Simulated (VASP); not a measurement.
Given:

```yaml
crystal:
  lattice:
    - [4.22572, 0.00000, 0.00000]
    - [0.00000, 4.22572, 0.00000]
    - [0.00000, 0.00000, 7.37210]
  atoms:
    - { symbol: Sr, position: [0.00000, 0.50000, 0.81526] }
    - { symbol: Sr, position: [0.50000, 0.00000, 0.18474] }
    - { symbol: Br, position: [0.50000, 0.00000, 0.64864] }
    - { symbol: Br, position: [0.00000, 0.50000, 0.35136] }
    - { symbol: F, position: [0.50000, 0.50000, 0.00000] }
    - { symbol: F, position: [0.00000, 0.00000, 0.00000] }
```

Calculation: r2SCAN meta-GGA, VASP's PBE PAW potentials (set 64) (plane waves; VASP). Run with 520 eV cut-off, 6×6×4 Γ-centred mesh, tetrahedra with Blöchl corrections, potentials Sr_sv Br F.

The cores are frozen, which limits the accuracy of field gradients.

Question: Give the principal components of the electric field gradient (V/Å²) and the asymmetry η at each nucleus.

Answer: 
```csv
atom,Vxx,Vyy,Vzz,η
Sr1,-12.8,-12.8,25.5,0.00
Sr2,-12.8,-12.8,25.5,0.00
Br3,12.8,12.8,-25.7,0.00
Br4,12.8,12.8,-25.7,0.00
F5,1.1,1.1,-2.3,0.00
F6,1.1,1.1,-2.3,0.00
```

The structure comes from a computed database's SrBrF entry (P4/nmm); how it stands against other phases isn't given here. It was relaxed first.
